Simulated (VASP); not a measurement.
Calculation: PBEsol GGA, VASP's PBE PAW potentials (set 64) (plane waves; VASP).

Input for VASP

**INCAR**
```
ALGO = Normal
EDIFF = 1E-7
ENCUT = 530
GGA = PS
IBRION = 6
ISIF = 3
ISMEAR = 0
LASPH = .True.
LCHARG = .False.
LMAXMIX = 6
LREAL = .False.
LWAVE = .False.
NELM = 100
NFREE = 2
NSW = 1
POTIM = 0.015
PREC = Accurate
SIGMA = 0.05
SYSTEM = Al2Os
```

File KPOINTS:
```
Automatic
0
G
 9 9 9
```

**POSCAR**
```
Al2Os
4.1506370
 -0.3802427769   0.3802427769   1.0000000701
  0.3802427769  -0.3802427769   1.0000000701
  0.3802427769   0.3802427769  -1.0000000701
Al Os
2 1
Cartesian
  0.3802427769   0.3802427769  -0.3229035606
 -0.0000000000   0.0000000000   1.3229036307
  0.3802427769   0.3802427769   1.0000000701
```

POTCAR, in this order: Al Os (PBE.64 set). Program: vasp_std.

Output of the run:

OUTCAR:
```
 ion  position               nearest neighbor table
   1  0.339  0.339  0.000-   3 2.60   3 2.60   3 2.60   3 2.60   2 2.67   2 2.67   2 2.67   2 2.67
                             2 2.68   3 2.81
   2  0.661  0.661  0.000-   3 2.60   3 2.60   3 2.60   3 2.60   1 2.67   1 2.67   1 2.67   1 2.67
                             1 2.68   3 2.81
   3  0.000  0.000  0.000-   2 2.60   2 2.60   2 2.60   1 2.60   2 2.60   1 2.60   1 2.60   1 2.60
                             1 2.81   2 2.81
  LATTYP: Found a body centered tetragonal cell.
 ALAT       =     3.1564994772
 C/A-ratio  =     2.6298989249
 Subroutine PRICEL returns:
 Original cell was already a primitive cell.
 Subroutine GETGRP returns: Found 16 space group operations
The static configuration has the point symmetry D_4h.
The dynamic configuration has the point symmetry D_4h.
 Subroutine INISYM returns: Found 16 space group operations
 Subroutine IBZKPT returns following result:
 Found     75 irreducible k-points:

 Following reciprocal coordinates:
            Coordinates               Weight
  0.000000  0.000000  0.000000      1.000000
  0.111111  0.000000  0.000000      8.000000
  0.222222  0.000000  0.000000      8.000000
  0.333333  0.000000  0.000000      8.000000
...
```

File OUTCAR:
```


 TOTAL ELASTIC MODULI (kBar)
 Direction    XX          YY          ZZ          XY          YZ          ZX
 --------------------------------------------------------------------------------
 XX        3492.5744   1359.9225   1245.8162      0.0000      0.0000      0.0000
 YY        1359.9225   3492.5744   1245.8162      0.0000      0.0000      0.0000
 ZZ        1245.8162   1245.8162   3528.3129      0.0000     -0.0000     -0.0000
 XY           0.0000      0.0000      0.0000   1635.1781      0.0000     -0.0000
 YZ           0.0000      0.0000     -0.0000      0.0000   1944.5447      0.0000
 ZX           0.0000      0.0000     -0.0000     -0.0000      0.0000   1944.5443
 --------------------------------------------------------------------------------
```
(Selected blocks of OUTCAR.)

The structure comes from a computed database's Al2Os entry (I4/mmm); how it stands against other phases isn't given here. It was relaxed first.
